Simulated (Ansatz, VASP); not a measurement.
# KCeS2: VASP beside Ansatz, part 3 of 3

One calculation is typed for both programs; each brings its own data sets and cutoff. How far apart do they land?  The cell is a member of a volume series, scaled by 1.02 from a relaxed one, so a pressure remains.

VASP 6.6.1 and Ansatz 0.2.0.

So far. Step 2 (Ansatz: single point, PBEsol, DFT+U): The run ends at a pressure of -1.19 GPa, with forces up to 0.15 eV/Å. Step 5 (VASP: single point, PBEsol, DFT+U): The run ends at a pressure of -1.93 GPa, with forces up to 0.20 eV/Å.

In doubt: a part-filled 4f shell, where there is one, can sit in one of many states, so energies may not be the lowest and differences between runs may mislead; derivatives with an open 4f shell can jump between states, which bears on forces and vibrations.

## 6. Ansatz: single point, PBEsol, DFT+U

Level of this step: Ansatz beside VASP: Kohn-Sham DFT, plane waves, PBEsol, DFT+U (Ansatz).

The same cell, functional, mesh and smearing now go to Ansatz, which takes its cutoff from its data sets.

The cell is a member of a volume series, scaled by 1.04 from a relaxed one, so a pressure remains.

File input.yaml:

```yaml
crystal:
  lattice:
    - [2.1317943353, 1.2307920334, 7.3538413869]
    - [-2.1317943353, 1.2307920334, 7.3538413869]
    - [0.0, -2.4615840666, 7.3538413869]
  atoms:
    - { symbol: K, position: [0.5, 0.5, 0.5] }
    - { symbol: Ce, position: [0.0, 0.0, 0.0], spin: 0.992 }
    - { symbol: S, position: [0.2629669045, 0.2629669045, 0.2629669045], spin: -0.01 }
    - { symbol: S, position: [0.7370330955, 0.7370330955, 0.7370330955], spin: -0.01 }
hamiltonian:
  xc: pbesol
  pseudopotentials: { kind: paw }
  hubbard: { sites: [{ species: Ce, l: f, u_eff: 6.0 }] }
magnetization:
  spin_polarized: true
kpoints:
  mp_grid: { grid: [7, 7, 7] }
scf:
  occupations: { method: gaussian, width: 0.05 }
  n_extra_bands: 7
output:
  forces: true
  stress: true
  eigenvalues: true
  write_density: true
  write_potential: true
  elf: true
  volumetric_format: npy
```

Command:

```sh
> ansatz run input.yaml --threads 2 --pin off --max-ram 4608MiB --backend cpu --events-out ev --progress --plain --runs-dir out
```

Numbers of over 12 decimals in the logs are rounded to 6 here.

Output:

```text
[...]
Crystal: 4 atoms, lattice volume = 115.770 Å³
Basis set: ecut = 420 eV, 2239 PW (Γ), FFT grids on a1−a2, a2, −a2+a3, exchange–correlation on 60×108×60 points (8 copies of the dense FFT grid, shifted against one another)
Bands: 32, of which v1, the nominal top of the filled ones, is band 17 counted from 1 (16 counted from 0)
[...]
k-point 1 ↑: bands = [... 13 lower, 3.8381, 4.6644, 5.0978, 5.1230, 8.4827, 8.9194, 9.2089, 9.5299, ... 3 higher]
  k-point 2 ↑: bands = [... 13 lower, 3.9736, 4.0398, 4.8805, 4.9958, 8.1937, 9.4225, 9.4876, 9.6830, ... 3 higher]
  k-point 43 ↓: bands = [... 13 lower, 4.7177, 4.8095, 5.0455, 8.5182, 9.1650, 9.3314, 9.9324, 10.4068, ... 3 higher]
Occupation matrices written to <dir>
[key lines of the parts left out:]
SCF converged after 14 iterations (6 of them in the search for the orbital order of the open f shells)
Magnetization: 1.0000 μB (17.0000 up, 16.0000 down)
Free energy (F): -9777.075392 eV
Fermi energy:    6.415243 eV
P = ⅓ Tr σ = -2.0849 GPa (-20.849 kbar)
```

Run time: 37 s. Hardware: 2 threads of Arm Neoverse V2, shared host; peak memory 0.59 GiB.

The run ends at a pressure of -2.08 GPa, with forces up to 0.24 eV/Å.

## 7. Comparison

Compared:

```csv
quantity,Ansatz,VASP,difference
pressure (GPa),-2.08,-1.93,-0.15
gap on the k mesh (eV),2.298,2.322,-0.024
total moment (μB),1.00,1.00,0.00
moment on Ce2 (μB),0.98,0.99,-0.02
```

Forces (eV/Å; atoms numbered as in POSCAR):

```csv
atom,"Ansatz x, y, z","VASP x, y, z"
K1,"0.000, 0.000, 0.000","0.000, 0.000, 0.000"
Ce2,"0.000, 0.000, 0.000","0.000, 0.000, 0.000"
S3,"0.000, 0.000, 0.240","0.000, 0.000, 0.203"
S4,"0.000, 0.000, -0.240","0.000, 0.000, -0.203"
```

The forces differ by 15 meV/Å r.m.s., which is 18.3 % of the r.m.s. force of 0.08 eV/Å (both taken over all components).

## 8. VASP: single point, PBEsol, DFT+U

With cell and atoms fixed, the geometry can't cause a difference; cores, projectors, grids and the points listed under the comparison can. The cell compared in this pair holds 118.00 Å³, against 115.77 Å³ for the pair before.

File INCAR:

```
SYSTEM = KCeS2
PREC = Accurate
ENCUT = 400
EDIFF = 1E-06
NELM = 150
ISMEAR = 0
SIGMA = 0.05
LREAL = .FALSE.
ALGO = Normal
GGA = PS
NBANDS = 25
ISPIN = 2
MAGMOM = -0 0.992 -0.01 -0.01
LDAU = .TRUE.
LDAUTYPE = 2
LDAUL = -1 3 -1
LDAUU = 0 6 0
LDAUJ = 0 0 0
LDAUPRINT = 1
LASPH = .TRUE.
LMAXMIX = 6
AMIX = 0.2
BMIX = 1E-04
AMIX_MAG = 0.8
BMIX_MAG = 1E-04
LORBIT = 11
LWAVE = .FALSE.
LCHARG = .FALSE.
KPAR = 8
ISIF = 2
```

File POSCAR:

```
KCeS2
1.0
    2.1453730092      1.2386316844      7.4006824038
   -2.1453730092      1.2386316844      7.4006824038
    0.0000000000     -2.4772633687      7.4006824038
K Ce S
1 1 2
Direct
    0.5000000000      0.5000000000      0.5000000000
    0.0000000000      0.0000000000      0.0000000000
    0.2629669045      0.2629669045      0.2629669045
    0.7370330955      0.7370330955      0.7370330955
```

File KPOINTS:

```
Automatic mesh
0
Gamma
7 7 7
0 0 0
```

Potentials, in the order of the species: K_sv, Ce and S (PBE family, release 64).

Command:

```sh
> mpirun -np 8 vasp_std
```

Output:

```text
[... set-up lines as in an earlier step ...]
 entering main loop
       N       E                     dE             d eps       ncg     rms          rms(c)
DAV:   1     0.293624255691E+03    0.29362E+03   -0.11157E+04  4400   0.105E+03
DAV:   2     0.202190375832E+02   -0.27341E+03   -0.25199E+03  5458   0.261E+02
DAV:   3    -0.202508936146E+02   -0.40470E+02   -0.39785E+02  5696   0.115E+02
DAV:   4    -0.227634058325E+02   -0.25125E+01   -0.24962E+01  7404   0.241E+01
[...]
DAV:  23    -0.228268836132E+02   -0.79963E-05   -0.10456E-05  6277   0.242E-02    0.445E-03
DAV:  24    -0.228268860046E+02   -0.23914E-05   -0.24841E-06  5271   0.130E-02    0.209E-03
DAV:  25    -0.228268861066E+02   -0.10201E-06   -0.69568E-07  4946   0.681E-03
   1 F= -.22826886E+02 E0= -.22826886E+02  d E =-.202050E-14  mag=     1.0000
```

From OUTCAR (step 8):

```text
  Total       -2.1336748     -2.1336748     -1.8313818      0.0000000     -0.0000000      0.0000000
  in kB      -28.9714871    -28.9714871    -24.8668886      0.0000000     -0.0000000      0.0000000
  external PRESSURE =     -27.6032876 kB  Pullay stress =       0.0000000 kB

 POSITION                                       TOTAL-FORCE (eV/Angst)
 -----------------------------------------------------------------------------------
      0.00000      0.00000     11.10102         0.000000      0.000000      0.000000
      0.00000      0.00000      0.00000        -0.000000     -0.000000      0.000000
      0.00000      0.00000      5.83840        -0.000000      0.000000      0.294105
      0.00000      0.00000     16.36364        -0.000000     -0.000000     -0.294105
 -----------------------------------------------------------------------------------
    total drift:                               -0.000000     -0.000000     -0.000000

  FREE ENERGIE OF THE ION-ELECTRON SYSTEM (eV)
  ---------------------------------------------------
  free  energy   TOTEN  =       -22.8268861066 eV

  energy  without entropy=      -22.8268861066  energy(sigma->0) =      -22.82688611

[... 2 parts as in an earlier step ...]

[... 2 further parts left out ...]
[key lines of the parts left out:]
E-fermi :   2.1809
```

The run ends at a pressure of -2.76 GPa, with forces up to 0.29 eV/Å.

## 9. Ansatz: single point, PBEsol, DFT+U

The same cell, functional, mesh and smearing now go to Ansatz, which takes its cutoff from its data sets.

The cell is a member of a volume series, scaled by 1.06 from a relaxed one, so a pressure remains.

input.yaml, the sections that differ from step 6:

```yaml
crystal:
  lattice:
    - [2.1453730092, 1.2386316844, 7.4006824038]
    - [-2.1453730092, 1.2386316844, 7.4006824038]
    - [0.0, -2.4772633687, 7.4006824038]
  atoms:
    - { symbol: K, position: [0.5, 0.5, 0.5] }
    - { symbol: Ce, position: [0.0, 0.0, 0.0], spin: 0.992 }
    - { symbol: S, position: [0.2629669045, 0.2629669045, 0.2629669045], spin: -0.01 }
    - { symbol: S, position: [0.7370330955, 0.7370330955, 0.7370330955], spin: -0.01 }
output:
  forces: true
  stress: true
  eigenvalues: true
# hamiltonian, magnetization, kpoints, scf: as in step 6
```

Command:

```sh
> ansatz run input.yaml --threads 2 --pin off --max-ram 4608MiB --backend cpu --events-out ev --progress --plain --runs-dir out
```

Output:

```text
[...]
Crystal: 4 atoms, lattice volume = 117.996 Å³
Basis set: ecut = 420 eV, 2293 PW (Γ), FFT grids on a1−a3, a2−a3, a3, exchange–correlation on 60×60×108 points (8 copies of the dense FFT grid, shifted against one another)
Bands: 32, of which v1, the nominal top of the filled ones, is band 17 counted from 1 (16 counted from 0)
[...]
k-point 1 ↑: bands = [... 13 lower, 3.6955, 4.4963, 4.9216, 4.9505, 8.2826, 8.7089, 8.9898, 9.2666, ... 3 higher]
  k-point 2 ↑: bands = [... 13 lower, 3.8260, 3.8733, 4.7064, 4.8231, 7.9989, 9.1892, 9.2564, 9.4380, ... 3 higher]
  k-point 43 ↓: bands = [... 13 lower, 4.5518, 4.6401, 4.8709, 8.3285, 8.9539, 9.1088, 9.6821, 10.1564, ... 3 higher]
Occupation matrices written to <dir>
[key lines of the parts left out:]
SCF converged after 15 iterations (7 of them in the search for the orbital order of the open f shells)
Magnetization: 1.0000 μB (17.0000 up, 16.0000 down)
Free energy (F): -9777.040725 eV
Fermi energy:    6.239890 eV
P = ⅓ Tr σ = -2.8906 GPa (-28.906 kbar)
```

Wall time 33 s (2 threads); peak memory 0.59 GiB.

The run ends at a pressure of -2.89 GPa, with forces up to 0.33 eV/Å.

## 10. Side by side

Both answers:

```csv
quantity,Ansatz,VASP,difference
pressure (GPa),-2.89,-2.76,-0.13
gap on the k mesh (eV),2.309,2.334,-0.026
total moment (μB),1.00,1.00,0.00
moment on Ce2 (μB),0.98,0.99,-0.01
```

Forces (eV/Å; atoms numbered as in POSCAR):

```csv
atom,"Ansatz x, y, z","VASP x, y, z"
K1,"0.000, 0.000, 0.000","0.000, 0.000, 0.000"
Ce2,"0.000, 0.000, 0.000","0.000, 0.000, 0.000"
S3,"0.000, 0.000, 0.328","0.000, 0.000, 0.294"
S4,"0.000, 0.000, -0.328","0.000, 0.000, -0.294"
```

The forces differ by 14 meV/Å r.m.s., which is 11.5 % of the r.m.s. force of 0.12 eV/Å (both taken over all components).

## 11. Outcome

| Item | Value |
| --- | --- |
| difference in moment on Ce2 (single point, PBEsol, DFT+U, volume scaled by 1.02) | -0.017 μB |
| difference in moment on Ce2 (single point, PBEsol, DFT+U, volume scaled by 1.04) | -0.015 μB |
| difference in moment on Ce2 (single point, PBEsol, DFT+U, volume scaled by 1.06) | -0.013 μB |

In words: The difference in moment on Ce2 is -0.017 μB (single point, PBEsol, DFT+U). 1 further run on this material is not shown. How closely two codes agree says nothing of how well the functional describes the real material.

[Lines on the potential files, build, host, timing and source positions are cut from VASP's logs without a mark.]

[Logs are printed without paths, hosts, clocks, repeated set-up lines and the standing remarks that a program may print on its own settings, such as how far it seeks lower states.]

[Hosts, paths, dates, database ids (printed as entryN), source tags and the programs' standing remarks are cut or masked in the printed files.]
